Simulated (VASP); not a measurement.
Computed with SCAN meta-GGA, VASP's PBE PAW potentials (set 64) (plane waves; VASP).

VASP input:

INCAR:
```
LWAVE=.FALSE.
SIGMA=0.1
SYSTEM=Mo
ALGO=Normal   # blocked Davidson
LMIXTAU=.TRUE.
NELM=100
LMAXMIX=4   # l cut-off of mixed one-centre charges
LASPH=.TRUE.   # aspherical one-centre terms
NSW=60
METAGGA=SCAN
ISMEAR=1   # Methfessel-Paxton
IBRION=2   # conjugate gradients
ISIF=3   # ions, shape and volume
EDIFF=1E-6
EDIFFG=-0.01   # ionic stop
ENCUT=520   # plane-wave cut-off (eV)
LCHARG=.FALSE.
PREC=Accurate
LREAL=.FALSE.   # projection in real space or not
```

File KPOINTS:
```
Regular mesh
0
gamma
15 15 15
0 0 0
```

### POSCAR
```
Mo
1.0
 -1.5750000000   1.5750000000   1.5750000000
  1.5750000000  -1.5750000000   1.5750000000
  1.5750000000   1.5750000000  -1.5750000000
Mo
1
Direct
  0.0000000000   0.0000000000   0.0000000000
```

POTCAR, in this order: Mo_sv (PBE.64 set). Program: vasp_std.

The resulting files:

**OUTCAR**
```
 ion  position               nearest neighbor table
   1  0.000  0.000  0.000-
  LATTYP: Found a body centered cubic cell.
 ALAT       =     3.1500000000
 Subroutine PRICEL returns:
 Original cell was already a primitive cell.
 Subroutine GETGRP returns: Found 48 space group operations
The static configuration has the point symmetry O_h .
The dynamic configuration has the point symmetry O_h .
 Subroutine INISYM returns: Found 48 space group operations
 Subroutine IBZKPT returns following result:
 Found    120 irreducible k-points:

 Following reciprocal coordinates:
            Coordinates               Weight
  0.000000  0.000000  0.000000      1.000000
  0.066667  0.000000  0.000000     12.000000
  0.133333  0.000000  0.000000     12.000000
  0.200000  0.000000  0.000000     12.000000
  0.266667  0.000000  0.000000     12.000000
  0.333333  0.000000  0.000000     12.000000
  0.400000  0.000000  0.000000     12.000000
  0.466667  0.000000  0.000000     12.000000
  0.066667  0.066667  0.000000     24.000000
  0.133333  0.066667 -0.000000     48.000000
...
```

File OSZICAR:
```
       N       E                     dE             d eps       ncg     rms          rms(c)
DAV:   1     0.637969808898E+02    0.63797E+02   -0.85677E+03  2672   0.134E+03
DAV:   2    -0.396136459783E+02   -0.10341E+03   -0.10020E+03  2895   0.352E+02
DAV:   3    -0.409439289918E+02   -0.13303E+01   -0.13159E+01  3057   0.400E+01
DAV:   4    -0.409479619261E+02   -0.40329E-02   -0.40324E-02  2873   0.251E+00
DAV:   5    -0.409479836640E+02   -0.21738E-04   -0.21739E-04  3102   0.183E-01    0.188E+01
DAV:   6    -0.341994159168E+02    0.67486E+01   -0.44846E+00  2775   0.283E+01    0.208E+00
DAV:   7    -0.348674398174E+02   -0.66802E+00   -0.31022E-01  2718   0.758E+00    0.180E+00
DAV:   8    -0.345123808097E+02    0.35506E+00   -0.61336E-01  2871   0.973E+00    0.257E+00
DAV:   9    -0.348386371423E+02   -0.32626E+00   -0.22111E-01  2820   0.477E+00    0.942E-01
DAV:  10    -0.348853696611E+02   -0.46733E-01   -0.42244E-02  2649   0.295E+00    0.478E-01
DAV:  11    -0.348876722030E+02   -0.23025E-02   -0.26976E-02  2742   0.240E+00    0.886E-02
DAV:  12    -0.348887890611E+02   -0.11169E-02   -0.36296E-02  2697   0.211E+00    0.120E-01
DAV:  13    -0.348834179499E+02    0.53711E-02   -0.84759E-03  2676   0.111E+00    0.794E-02
DAV:  14    -0.348863737444E+02   -0.29558E-02   -0.40684E-03  2715   0.760E-01    0.246E-02
DAV:  15    -0.348837644859E+02    0.26093E-02   -0.11265E-02  2670   0.132E+00    0.104E-01
DAV:  16    -0.348833007329E+02    0.46375E-03   -0.11674E-03  2712   0.458E-01    0.379E-02
DAV:  17    -0.348833337920E+02   -0.33059E-04   -0.16489E-04  2832   0.176E-01    0.274E-02
DAV:  18    -0.348833085777E+02    0.25214E-04   -0.14759E-04  2673   0.157E-01    0.799E-03
DAV:  19    -0.348833036246E+02    0.49531E-05   -0.10768E-05  2820   0.484E-02    0.203E-03
DAV:  20    -0.348833047093E+02   -0.10847E-05   -0.24042E-05  2679   0.607E-02    0.803E-03
DAV:  21    -0.348833008718E+02    0.38375E-05   -0.50372E-06  2661   0.319E-02    0.294E-03
DAV:  22    -0.348833017266E+02   -0.85484E-06   -0.52490E-07  1758   0.874E-03
   1 F= -.34883302E+02 E0= -.34883118E+02  d E =-.348833E+02
       N       E                     dE             d eps       ncg     rms          rms(c)
DAV:   1    -0.348939288787E+02   -0.10628E-01   -0.28756E-01  2781   0.781E+00    0.117E+00
DAV:   2    -0.348854692047E+02    0.84597E-02   -0.32815E-02  2700   0.232E+00    0.258E-01
DAV:   3    -0.348857408927E+02   -0.27169E-03   -0.36067E-02  2664   0.228E+00    0.302E-01
DAV:   4    -0.348827833853E+02    0.29575E-02   -0.72681E-03  2652   0.106E+00    0.160E-01
DAV:   5    -0.348829468052E+02   -0.16342E-03   -0.12148E-03  2787   0.490E-01    0.141E-02
DAV:   6    -0.348829285555E+02    0.18250E-04   -0.18412E-03  2640   0.650E-01    0.269E-02
DAV:   7    -0.348828361648E+02    0.92391E-04   -0.69320E-04  2640   0.394E-01    0.323E-03
DAV:   8    -0.348828023792E+02    0.33786E-04   -0.12225E-04  2694   0.159E-01    0.804E-03
DAV:   9    -0.348828016852E+02    0.69405E-06   -0.51907E-06  2841   0.315E-02
   2 F= -.34882802E+02 E0= -.34882606E+02  d E =0.500041E-03
       N       E                     dE             d eps       ncg     rms          rms(c)
DAV:   1    -0.348897818673E+02   -0.69795E-02   -0.16772E-01  2778   0.598E+00    0.862E-01
DAV:   2    -0.348848933510E+02    0.48885E-02   -0.19064E-02  2700   0.176E+00    0.200E-01
DAV:   3    -0.348853907454E+02   -0.49739E-03   -0.23662E-02  2658   0.186E+00    0.233E-01
DAV:   4    -0.348833496055E+02    0.20411E-02   -0.45992E-03  2652   0.820E-01    0.128E-01
DAV:   5    -0.348836452581E+02   -0.29565E-03   -0.68477E-04  2727   0.414E-01    0.764E-03
DAV:   6    -0.348833744408E+02    0.27082E-03   -0.12432E-03  2640   0.525E-01    0.201E-02
DAV:   7    -0.348833560859E+02    0.18355E-04   -0.13132E-04  2688   0.174E-01    0.486E-03
DAV:   8    -0.348833536822E+02    0.24037E-05   -0.61428E-05  2685   0.116E-01    0.425E-03
DAV:   9    -0.348833489337E+02    0.47484E-05   -0.14295E-05  2679   0.550E-02    0.312E-03
DAV:  10    -0.348833482466E+02    0.68711E-06   -0.95944E-07  1869   0.127E-02
   3 F= -.34883348E+02 E0= -.34883162E+02  d E =-.465200E-04
```

**OUTCAR**
```
------------------------ aborting loop because EDIFF is reached ----------------------------------------
  FORCE on cell =-STRESS in cart. coord.  units (eV):
  Direction    XX          YY          ZZ          XY          YZ          ZX
  --------------------------------------------------------------------------------------
  Total        0.0006640      0.0006640      0.0006640      0.0000000      0.0000000     -0.0000000
  in kB        0.0682042      0.0682042      0.0682042      0.0000000      0.0000000     -0.0000000
  external PRESSURE =       0.0682042 kB  Pullay stress =       0.0000000 kB
  volume of cell :       15.60
      direct lattice vectors                 reciprocal lattice vectors
    -1.573992126  1.573992126  1.573992126     0.000000000  0.317663597  0.317663597
     1.573992126 -1.573992126  1.573992126     0.317663597  0.000000000  0.317663597
     1.573992126  1.573992126 -1.573992126     0.317663597  0.317663597  0.000000000
 POSITION                                       TOTAL-FORCE (eV/Angst)
 -----------------------------------------------------------------------------------
     -0.00000      0.00000      0.00000         0.000000     -0.000000     -0.000000
 -----------------------------------------------------------------------------------
    total drift:                                0.000000      0.000000      0.000000
  FREE ENERGIE OF THE ION-ELECTRON SYSTEM (eV)
  ---------------------------------------------------
  free  energy   TOTEN  =       -34.8833482466 eV

  energy  without entropy=      -34.8827897788  energy(sigma->0) =      -34.88316209

 reached required accuracy - stopping structural energy minimisation
```
(Selected blocks of OUTCAR.)

CONTCAR:
```
Mo
   1.00000000000000
    -1.5739921259447014    1.5739921259447014    1.5739921259447014
     1.5739921259447014   -1.5739921259447014    1.5739921259447014
     1.5739921259447014    1.5739921259447014   -1.5739921259447014
  Mo
     1
Direct
     0.0000000000000000    0.0000000000000000    0.0000000000000000
```

The compound is Mo in the bcc structure. This run relaxes it. Symmetry was kept, so distortions that lower it aren't found.
